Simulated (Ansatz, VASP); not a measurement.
# Cross-check of NbB2 between VASP and Ansatz, part 2 of 2

Wanted: the spread between two codes on one cell, functional and k mesh. The cell is taken from a series of runs on this material, whose earlier steps may have relaxed, scaled, displaced or heated it; both programs get it as it stands.

VASP 6.6.1 and Ansatz 0.2.0.

So far: The structure; VASP: relaxation of cell and atoms, PBEsol; Ansatz: relaxation of cell and atoms, PBEsol; Side by side.

**5. VASP: zone-centre phonons, PBEsol**

Level of this step: PBEsol; plane waves and PAW (Nb_sv, B) (VASP).

Second derivatives magnify differences that forces hide, and they need a tight electronic threshold.

The input, INCAR:

```
SYSTEM = NbB2
PREC = Accurate
ENCUT = 500
EDIFF = 1E-08
NELM = 120
ISMEAR = 1
SIGMA = 0.2
LREAL = .FALSE.
ALGO = Normal
GGA = PS
NBANDS = 15
LASPH = .TRUE.
LORBIT = 11
LWAVE = .FALSE.
LCHARG = .FALSE.
ISIF = 2
IBRION = 8
GGA_COMPAT = .FALSE.
KPAR = 2
```

The input, POSCAR:

```
NbB2
1.0
    3.0958108095      0.0000000000      0.0000000000
   -1.5479054047      2.6810508063      0.0000000000
    0.0000000000      0.0000000000      3.2880993896
Nb B
1 2
Direct
    0.0000000000      0.0000000000      0.0000000000
    0.3333333333      0.6666666667      0.5000000000
    0.6666666667      0.3333333333      0.5000000000
```

The input, KPOINTS:

```
Automatic mesh
0
Gamma
18 18 16
0 0 0
```

Potentials, in the order of the species: Nb_sv and B (PBE family, release 64).

Command:

```
> mpirun -np 2 vasp_std
```

Numbers of over 12 decimals in the logs are rounded to 6 here.

Log:

```text
[banner, memory and clock lines left out]
running    2 mpi-ranks, on    1 nodes
[...]
[... a notice as in an earlier step ...]

 LDA part: xc-table for (Slater+PW92), standard interpolation
 POSCAR, INCAR and KPOINTS ok, starting setup
[...]
entering main loop
       N       E                     dE             d eps       ncg     rms          rms(c)
DAV:   1     0.135406977981E+03    0.13541E+03   -0.98156E+03  9998   0.121E+03
DAV:   2    -0.241841656844E+02   -0.15959E+03   -0.15498E+03 12209   0.411E+02
DAV:   3    -0.303904384369E+02   -0.62063E+01   -0.60738E+01 16115   0.687E+01
DAV:   4    -0.306245321334E+02   -0.23409E+00   -0.23377E+00 13213   0.125E+01
[...]
DAV:  14    -0.274057952533E+02    0.15686E-07   -0.27202E-08 11862   0.169E-03    0.241E-04
DAV:  15    -0.274057952379E+02    0.15444E-07   -0.48161E-09  7977   0.770E-04    0.101E-04
DAV:  16    -0.274057952478E+02   -0.98894E-08   -0.13138E-09  6682   0.565E-04
   1 F= -.27405795E+02 E0= -.27405969E+02  d E =0.520525E-03
[...]
RMM:  11    -0.443107579993E-01   -0.24835E-06   -0.13459E-08114327   0.252E-04    0.134E-05
RMM:  12    -0.443107301641E-01    0.27835E-07   -0.12024E-08115868   0.118E-04    0.696E-06
RMM:  13    -0.443107339489E-01   -0.37848E-08    0.43661E-11112511   0.574E-05    0.313E-06
 first order change of Fermi-energy   0.40889E-04
 force on displaced ion       2 direction 1 : -16.107  -0.001   0.000
 Linear response progress:
  Degree of freedom:   4/  4
       N       E                     dE             d eps       ncg     rms          rms(c)
RMM:   1    -0.480093335295E-01   -0.48009E-01   -0.90819E-03 38322   0.127E+00
RMM:   2    -0.443126644805E-01    0.36967E-02   -0.23420E-03 29070   0.359E-01    0.117E-01
RMM:   3    -0.442805642526E-01    0.32100E-04   -0.10574E-03 31282   0.179E-01    0.555E-02
RMM:   4    -0.446694293673E-01   -0.38887E-03   -0.46283E-04 31988   0.111E-01    0.116E-02
[...]
RMM:  14    -0.447296236202E-01    0.34385E-07   -0.28004E-09 36686   0.477E-05    0.670E-06
RMM:  15    -0.447296484569E-01   -0.24837E-07   -0.15577E-09 34666   0.304E-05    0.198E-06
RMM:  16    -0.447296437246E-01    0.47322E-08   -0.16828E-09 38335   0.171E-05    0.730E-07
 first order change of Fermi-energy   0.11066E-04
 force on displaced ion       2 direction 3 :   0.000  -0.000  -9.904
 Linear response finished
```

OUTCAR, selected parts (step 5):

```text
  Total       -0.0153720     -0.0153720     -0.0579256     -0.0000000     -0.0000000      0.0000000
  in kB       -0.9024387     -0.9024387     -3.4006098     -0.0000000     -0.0000000      0.0000000
  external PRESSURE =      -1.7351624 kB  Pullay stress =       0.0000000 kB

 POSITION                                       TOTAL-FORCE (eV/Angst)
 -----------------------------------------------------------------------------------
      0.00000      0.00000      0.00000         0.000000      0.000000      0.000000
     -0.00000      1.78737      1.64405        -0.000000     -0.000000     -0.000000
      1.54791      0.89368      1.64405         0.000000      0.000000      0.000000
 -----------------------------------------------------------------------------------
    total drift:                               -0.000000      0.000000      0.000000

[... 1 part as in an earlier step ...]

[... 1 further part left out ...]
```

**6. Ansatz: zone-centre phonons, PBEsol**

The same cell, functional, mesh and smearing now go to Ansatz, which takes its cutoff from its data sets.

The cell is taken from a series of runs on this material, whose earlier steps may have relaxed, scaled, displaced or heated it; both programs get it as it stands.

The input, input.yaml:

```yaml
crystal:
  lattice:
    - [3.0958108095, 0.0, 0.0]
    - [-1.5479054047, 2.6810508063, 0.0]
    - [0.0, 0.0, 3.2880993896]
  atoms:
    - { symbol: Nb, position: [0.0, 0.0, 0.0] }
    - { symbol: B, position: [0.3333333333, 0.6666666667, 0.5] }
    - { symbol: B, position: [0.6666666667, 0.3333333333, 0.5] }
kpoints:
  mp_grid: { grid: [18, 18, 16] }
hamiltonian:
  xc: pbesol
scf:
  occupations: { method: methfessel_paxton, width: 0.2 }
output:
  eigenvalues: true
phonons:
  method: dfpt
```

Command:

```
> ansatz run input.yaml --threads 4 --pin off --max-ram 14336MiB --backend cpu --events-out ev --progress --plain --runs-dir out
```

Log:

```text
zone centre: on kpoints.mp_grid the ground state, and the responses unless they are solved on pairs of k-points, stand on 819 of the mesh's 5184 k-points, reduced under 4 symmetry operations, with k and −k counted as one. Each operation leaves every solved displacement unchanged or reverses it
[...]
Crystal: 3 atoms, lattice volume = 27.291 Å³
[...]
k mesh reduced under 4 symmetry operations, with k and −k counted as one. Each operation leaves every solved displacement unchanged or reverses it
  ASR residual: 2.972e-5 → 0.000e0 eV/Å²; symmetrization residual: 9.855e-7 eV/Å²
  ASR residual per site (eV/Å²): 2.97e-5 6.91e-6 6.91e-6
  Γ frequencies (cm⁻¹): 0.00 0.00 0.00 431.78 431.78 488.13 551.96 808.07 808.07
  non-analytic LO–TO correction: not included (Born effective charges unavailable; polar crystals: no LO–TO splitting at Γ)
[key lines of the parts left out:]
SCF converged after 8 iterations
Free energy (F): -4803.153699 eV
Fermi energy:    18.689623 eV
```

**7. Differences**

Compared:

```csv
quantity,Ansatz,VASP,difference
optical mode 1 to 2 (cm⁻¹),431.8,432.1,-0.06 %
optical mode 3 (cm⁻¹),488.1,488.6,-0.11 %
optical mode 4 (cm⁻¹),552.0,551.9,+0.02 %
optical mode 5 to 6 (cm⁻¹),808.1,811.8,-0.46 %
```

Modes are paired by rising frequency, not by their patterns, so a pair may set unlike modes beside each other; they are those without the splitting of longitudinal modes.

**8. Summary of results**

- difference in edge c after relaxation, in the typed setting (relaxation of cell and atoms, PBEsol): 0.082 %
- r.m.s. difference of the optical zone-centre modes, each program's sorted by frequency (zone-centre phonons, PBEsol): 2.2 cm⁻¹

In words: The difference in edge c after relaxation, in the typed setting is 0.082 % (relaxation of cell and atoms, PBEsol), within the 1.2 % picked in this series as the mark of a large difference, as far as the stopping tolerances let one tell. How closely two codes agree says nothing of how well the functional describes the real material.

[Lines on the potential files, build, host, timing and source positions are cut from VASP's logs without a mark.]

[Logs are printed without paths, hosts, clocks, repeated set-up lines and the standing remarks that a program may print on its own settings, such as how far it seeks lower states.]

[Hosts, paths, dates, database ids (printed as entryN), source tags and the programs' standing remarks are cut or masked in the printed files.]
